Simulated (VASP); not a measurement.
A convergence study with VASP on Y (space group P6_3/mmc): one setting is varied, all else stays as given below, so the limit is that of these other settings.

```yaml
crystal:
  lattice:
    - [1.81953, -3.15151, 0.00000]
    - [1.81953, 3.15151, 0.00000]
    - [0.00000, 0.00000, 5.71281]
  atoms:
    - { symbol: Y, position: [0.33333, 0.66667, 0.25000] }
    - { symbol: Y, position: [0.66667, 0.33333, 0.75000] }
```

Method: PBE GGA, VASP's PBE PAW potentials (set 64) (plane waves; VASP 6.6.1). The tightest run used: 450 eV cut-off, 10×10×6 Γ-centred mesh, Gaussian smearing of 0.10 eV, potentials Y_sv.

The settings run are ENCUT = 150; ENCUT = 180; ENCUT = 210; ENCUT = 255; ENCUT = 300; ENCUT = 360; ENCUT = 450. From which on does the highest Γ mode stay within 2 cm⁻¹ of the tightest run?

From ENCUT = 210 on: it is off by 0.9 there and by no more than 2 in any finer run, while ENCUT = 180 is off by 4.8.
```tsv
setting	highest Γ mode (cm⁻¹)	plane waves	difference judged (cm⁻¹)
ENCUT = 150	172.6	288	23.9
ENCUT = 180	153.5	368	4.8
ENCUT = 210	149.6	482	0.9
ENCUT = 255	149.1	626	0.4
ENCUT = 300	148.1	788	0.6
ENCUT = 360	148.7	1033	0.0
ENCUT = 450	148.7	1444	0.0
```

Left out are rungs that failed or repeat a setting and relaxations that didn't move; long series are thinned to 24 rows.

The structure is a typed Y crystal (space group no. 194). The cell was not relaxed at this level.
